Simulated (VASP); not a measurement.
# Ba: Ba into a neighbouring Ba vacancy

How hard is this move in Ba: Ba into a neighbouring Ba vacancy? Both ends are relaxed first, then a band of images between them.

Method: PBEsol; plane waves and PAW (Ba_sv), in VASP 6.6.1.

Most raw output is cut from this account.

**1. The host crystal**

Symmetry: Im-3m, No. 229, cubic system. Conventional cell: a = 5.020 Å, b = 5.020 Å, c = 5.020 Å, α = 90.00°, β = 90.00°, γ = 90.00°. Nearest to Ba lie 8 Ba at 4.35 Å.

**2. Relax the host**

The later steps need the crystal at this functional's own lattice; a raised cutoff keeps the stress reliable while the cell changes.

File INCAR:

```
SYSTEM = Ba
PREC = Accurate
ENCUT = 350
EDIFF = 1E-06
NELM = 120
ISMEAR = 1
SIGMA = 0.15
LREAL = .FALSE.
ALGO = Normal
GGA = PS
NBANDS = 11
LORBIT = 11
LWAVE = .FALSE.
LCHARG = .FALSE.
KPAR = 6
LASPH = .TRUE.
IBRION = 2
NSW = 40
ISIF = 3
EDIFFG = -0.02
POTIM = 0.4
```

File POSCAR:

```
Ba
1.0
   -2.5100000000      2.5100000000      2.5100000000
    2.5100000000     -2.5100000000      2.5100000000
    2.5100000000      2.5100000000     -2.5100000000
Ba
1
Direct
    0.0000000000      0.0000000000      0.0000000000
```

File KPOINTS:

```
Automatic mesh
0
Gamma
9 9 9
0 0 0
```

Potentials, in the order of the species: Ba_sv (PBE family, release 64).

The run is started by

```
> mpirun -np 6 vasp_std
```

Run time: 12 s. Hardware: 6 MPI ranks of Intel Xeon Platinum 8488C (Sapphire Rapids), shared host; peak memory 0.92 GiB; 52 s of CPU time.

The k-mesh is coarse for a metal. Harder data sets than Ba_sv exist (the GW ones), and pressures, volumes and forces can shift noticeably with them. The PAW data sets were made with PBE, which is usual practice but a small mismatch for other functionals. The run keeps the 48 symmetry operations of its start, so it cannot find a distortion of lower symmetry.

Relaxation path:

```
step  energy less that of the first step (eV)  largest force (eV/Å)  pressure (GPa)  volume (Å³)
   1                                   0.0000                0.0000           -0.62        63.25
   2                                  -0.0057                0.0000           -0.40        61.48
   3                                  -0.0092                0.0000           -0.03        58.83
```

| conventional cell, symmetrised | before | after | change |
| --- | --- | --- | --- |
| a (Å) | 5.020 | 4.900 | -2.4 % |
| b (Å) | 5.020 | 4.900 | -2.4 % |
| c (Å) | 5.020 | 4.900 | -2.4 % |
| volume (Å³/atom) | 63.25 | 58.83 | -7.0 % |

The relaxed structure:

```cif
data_structure
_symmetry_space_group_name_H-M 'P 1'
_symmetry_Int_Tables_number 1
_cell_length_a 4.2437
_cell_length_b 4.2437
_cell_length_c 4.2437
_cell_angle_alpha 109.471
_cell_angle_beta 109.471
_cell_angle_gamma 109.471
_cell_volume 58.83
loop_
_atom_site_label
_atom_site_type_symbol
_atom_site_fract_x
_atom_site_fract_y
_atom_site_fract_z
_atom_site_occupancy
Ba1 Ba 0.00000 0.00000 0.00000 1
```

Numbers from this step:

```yaml
electronic_cycles: 24
electrons: 10
free_energy_toten: -2.148 eV
energy_at_zero_smearing: -2.148 eV
fermi_energy: 1.775 eV
metallic: yes
```

The run ended after 3 ionic steps, 0.009 eV below its first step, once forces and stress met EDIFFG = -0.02.

**3. Relax the host again, on a new basis**

The volume changed by more than 5 %, so the plane waves of the start no longer fit; a second relaxation removes that error.

Edit INCAR of step 2 so:

```diff
@@ -17,3 +17,3 @@
 IBRION = 2
-NSW = 40
+NSW = 30
 ISIF = 3
```

File POSCAR:

```
Ba
1.0
   -2.4500864779      2.4500864779      2.4500864779
    2.4500864779     -2.4500864779      2.4500864779
    2.4500864779      2.4500864779     -2.4500864779
Ba
1
Direct
    0.0000000000      0.0000000000      0.0000000000
```

File KPOINTS:

```
Automatic mesh
0
Gamma
10 10 10
0 0 0
```

The run is started by

```
> mpirun -np 6 vasp_std
```

The job ended after 10 s (6 MPI ranks; peak memory 0.9 GiB).

Little changed from the start: no atom moved by 0.005 Å and no cell edge by 0.1 %.

Numbers from this step:

```
electronic cycles : 10
Fermi energy      : 1.735 eV
```

The start already met the threshold, so nothing moved.

**4. Relax the start**

System of this step: Ba. The cell holds 53 atoms: 53 Ba. Its edges and angles: a = 14.701 Å, b = 14.701 Å, c = 14.701 Å, α = 90.0°, β = 90.0°, γ = 90.0°. It derives from Ba. Nearest the centre at fractional (0.083, 0.083, 0.083): Ba5 at 2.11 Å, Ba11 at 4.02 Å, Ba1 at 4.06 Å, Ba4 at 4.07 Å, Ba3 at 4.07 Å, Ba28 at 4.09 Å, Ba33 at 4.09 Å, Ba37 at 5.31 Å.

A path needs two true minima; the start is relaxed with symmetry off.

File INCAR:

```
SYSTEM = Ba
PREC = Normal
ENCUT = 280
EDIFF = 1E-05
NELM = 120
ISMEAR = 1
SIGMA = 0.15
LREAL = Auto
ALGO = Fast
GGA = PS
NBANDS = 312
LORBIT = 11
LWAVE = .FALSE.
LCHARG = .FALSE.
KPAR = 6
LASPH = .TRUE.
IBRION = 2
NSW = 60
ISIF = 2
EDIFFG = -0.05
POTIM = 0.4
MAXMIX = 40
ISYM = 0
```

File POSCAR:

```
Ba
1.0
   14.7005188674      0.0000000000      0.0000000000
    0.0000000000     14.7005188674      0.0000000000
    0.0000000000      0.0000000000     14.7005188674
Ba
53
Direct
    0.3338034993      0.0011178084      0.0004495584
    0.6648937262      0.0012317332      0.0006072909
   -0.0007305228      0.3341239423      0.0004959994
    0.0004001661      0.0000386684      0.3340771342
    0.1656647237      0.1664450283      0.1660107452
    0.3341480613      0.3333873751     -0.0003978863
    0.3322695498     -0.0003499091      0.3333444107
    0.4996250433      0.1684272356      0.1680363113
    0.6629781405      0.3307633380     -0.0002377768
    0.6660922783      0.0002906605      0.3336289990
    0.8362146449      0.1651537667      0.1661529365
    0.0027791830      0.6675465037      0.0009020952
   -0.0006993037      0.3310911333      0.3335611684
    0.1668149800      0.4983301922      0.1657371394
    0.3332353181      0.6653813357     -0.0001336959
    0.0001299043      0.0000484149      0.6659778588
    0.1674744587      0.1678790960      0.5004365129
    0.3322201342      0.3343287434      0.3326511261
    0.5011960947      0.4985418373      0.1679107959
    0.6666393704      0.6649677486     -0.0004270590
    0.3334069392      0.0003711316      0.6653304035
    0.4984934232      0.1669382007      0.4993649889
    0.6669870712      0.3343666567      0.3310901644
    0.8336794274      0.5016661275      0.1662618826
    0.6655635565      0.0010234249      0.6670114797
    0.8345521788      0.1661970020      0.4979839919
   -0.0001496692      0.6660601192      0.3343881584
    0.1669301035      0.8311145691      0.1650406519
    0.0012023916      0.3342581510      0.6657956180
    0.1666652398      0.5006062011      0.5006372623
    0.3345254575      0.6670156144      0.3332043197
    0.4996478382      0.8347696674      0.1636043880
    0.1664780267      0.1667115632      0.8313941515
    0.3337861250      0.3324472680      0.6678400196
    0.4998291324      0.5009103804      0.5016582321
    0.6671876409      0.6654752514      0.3312731086
    0.8357188057      0.8331819207      0.1657298767
    0.5001962612      0.1664062523      0.8344926696
    0.6667128259      0.3333520396      0.6656944837
    0.8339721789      0.4985934283      0.5009059400
    0.8354066445      0.1645923371      0.8299780378
    0.0008392612      0.6701330720      0.6653049123
    0.1649650999      0.8341346233      0.4988562015
    0.1659782210      0.4995263875      0.8340571201
    0.3327819210      0.6670447252      0.6664264939
    0.4988508282      0.8328982109      0.4987069849
    0.5000088636      0.4984709843      0.8318464547
    0.6686488577      0.6665943098      0.6665933332
    0.8340292767      0.8327607589      0.4996890785
    0.8339117465      0.5003842257      0.8317561145
    0.1678004261      0.8325300488      0.8318965419
    0.4987749071      0.8328019978      0.8355472691
    0.8317340212      0.8335511159      0.8304248314
```

File KPOINTS:

```
Automatic mesh
0
Monkhorst-Pack
2 2 2
0 0 0
```

The run is started by

```
> mpirun -np 6 vasp_std
```

Run time: 43 min. Hardware: 6 MPI ranks; peak memory 7.7 GiB; 4.3 h of CPU time.

Step by step:

| step | energy less that of the first step (eV) | largest force (eV/Å) |
| --- | --- | --- |
| 1 | 0.0000 | 0.2143 |
| 2 | -0.0163 | 0.2062 |
| 3 | -0.0600 | 0.1691 |
| 4 | -0.1234 | 0.1103 |
| 5 | -0.1522 | 0.1448 |
| 6 | -0.1575 | 0.1161 |
| 7 | -0.1848 | 0.0819 |
| 8 | -0.2168 | 0.0531 |
| 9 | -0.2172 | 0.0523 |
| 10 | -0.2243 | 0.0315 |

The atoms that moved most (Å):

```csv
atom,dx,dy,dz,length
Ba53,0.126,0.104,0.142,0.217
Ba51,-0.114,0.117,0.126,0.206
Ba12,-0.043,-0.192,-0.026,0.198
Ba33,-0.099,-0.103,0.124,0.189
Ba28,-0.098,0.131,-0.081,0.182
Ba16,0.003,-0.008,-0.175,0.175
Ba41,0.068,-0.075,0.142,0.175
Ba1,0.172,-0.018,-0.010,0.173
```

Numbers from this step:

| Quantity | Value |
| --- | --- |
| electronic cycles | 126 |
| electrons | 530 |
| free energy (TOTEN) | -113.2344 eV |
| energy at zero smearing | -113.2416 eV |
| Fermi energy | 1.620 eV |

The run ended after 10 ionic steps, 0.224 eV below its first step, once the forces on the free atoms met EDIFFG = -0.05.

**5. Relax the end**

The end state is relaxed in the same way, so that both ends share their errors.

INCAR is that of step 4.

File POSCAR:

```
Ba
1.0
   14.7005188674      0.0000000000      0.0000000000
    0.0000000000     14.7005188674      0.0000000000
    0.0000000000      0.0000000000     14.7005188674
Ba
53
Direct
    0.3333312015      0.0012238567     -0.0003219795
    0.6658104317      0.0003149699      0.0009525538
    0.0009029036      0.3360168765      0.0002845716
   -0.0008059717     -0.0001713942      0.3332346993
    0.0001479368     -0.0000408527      0.0002366800
    0.3310601481      0.3344620403     -0.0007819306
    0.3317372554      0.0008676580      0.3351255503
    0.5006707629      0.1668859233      0.1653983845
    0.6705734231      0.3345309218     -0.0015500061
    0.6656059723      0.0001183349      0.3312181275
    0.8335627543      0.1660421016      0.1683350032
    0.0013090078      0.6629779732      0.0000567362
   -0.0022005584      0.3348429916      0.3335620407
    0.1674127702      0.4985509019      0.1691542391
    0.3360816354      0.6652180497      0.0005072136
   -0.0009160254     -0.0000320668      0.6649447724
    0.1692069111      0.1653481017      0.4995971791
    0.3340155989      0.3324523295      0.3330077496
    0.4992331701      0.4998184272      0.1650741479
    0.6660707856      0.6663851897     -0.0004540330
    0.3334104598     -0.0003987645      0.6676914080
    0.4995602932      0.1664807554      0.4990955675
    0.6659503453      0.3316129957      0.3340391382
    0.8317789419      0.4989852652      0.1671554177
    0.6672143662     -0.0005443546      0.6639194632
    0.8339054400      0.1670198018      0.4980784607
    0.0010480203      0.6657128231      0.3318011587
    0.1667969080      0.8330905250      0.1669423359
   -0.0021846141      0.3357988655      0.6658467519
    0.1645719661      0.5008419324      0.4995172903
    0.3337753020      0.6662046307      0.3332520568
    0.5003343730      0.8323175149      0.1675900893
    0.1660273694      0.1654834606      0.8334381356
    0.3339388103      0.3330216717      0.6654932118
    0.5008432159      0.4976050794      0.4985975133
    0.6667204374      0.6648149506      0.3333714194
    0.8332586922      0.8345560654      0.1654220979
    0.4991484566      0.1671199591      0.8299898274
    0.6708842625      0.3323828216      0.6656737289
    0.8345048940      0.4999458089      0.4975790941
    0.8341862656      0.1678304050      0.8327211831
   -0.0003831162      0.6673278469      0.6654302746
    0.1672630927      0.8336044782      0.4990817567
    0.1647727174      0.4996930641      0.8321423246
    0.3346957481      0.6668626943      0.6677306897
    0.5001831526      0.8336910093      0.4989347330
    0.5009088760      0.5024280752      0.8329120046
    0.6658601992      0.6664519305      0.6660118867
    0.8323789734      0.8335213452      0.4996042078
    0.8352909154      0.5000002743      0.8337740143
    0.1679618888      0.8329241561      0.8352880079
    0.4991392219      0.8322336065      0.8328350284
    0.8331772607      0.8314268452      0.8332855870
```

KPOINTS is that of step 4.

The run is started by

```
> mpirun -np 6 vasp_std
```

Run time: 34 min. Hardware: 6 MPI ranks; peak memory 7.6 GiB.

Relaxation path:

| step | energy less that of the first step (eV) | largest force (eV/Å) |
| --- | --- | --- |
| 1 | 0.0000 | 0.2161 |
| 2 | -0.0187 | 0.2063 |
| 3 | -0.0682 | 0.1686 |
| 4 | -0.1373 | 0.1092 |
| 5 | -0.1514 | 0.1768 |
| 6 | -0.1658 | 0.1191 |
| 7 | -0.1930 | 0.0919 |
| 8 | -0.2327 | 0.0565 |
| 9 | -0.2329 | 0.0597 |
| 10 | -0.2418 | 0.0355 |

The atoms that moved most (Å):

```
atom      dx      dy      dz  length
Ba13   0.140  -0.128  -0.109   0.219
Ba14  -0.008   0.197  -0.038   0.201
Ba33   0.007   0.020  -0.191   0.192
 Ba3   0.090  -0.142   0.093   0.192
 Ba4   0.122   0.096  -0.110   0.190
Ba17  -0.043   0.016   0.182   0.188
Ba11  -0.183   0.007  -0.036   0.187
 Ba7  -0.072   0.091  -0.139   0.181
```

This step gave:

```
electronic cycles       : 133
free energy (TOTEN)     : -113.2339 eV
energy at zero smearing : -113.2411 eV
Fermi energy            : 1.62 eV
```

The run ended after 10 ionic steps, 0.242 eV below its first step, once the forces on the free atoms met EDIFFG = -0.05.

(Part 1 of 2 ends here.)

[Lines on the potential files, build, host, timing and source positions are cut from VASP's logs without a mark.]

[Logs are printed without paths, hosts, clocks, repeated set-up lines and the standing remarks that a program may print on its own settings, such as how far it seeks lower states.]

[Hosts, paths, dates, database ids (printed as entryN), source tags and the programs' standing remarks are cut or masked in the printed files.]

[Runs that stopped without an error message from VASP are left out.]
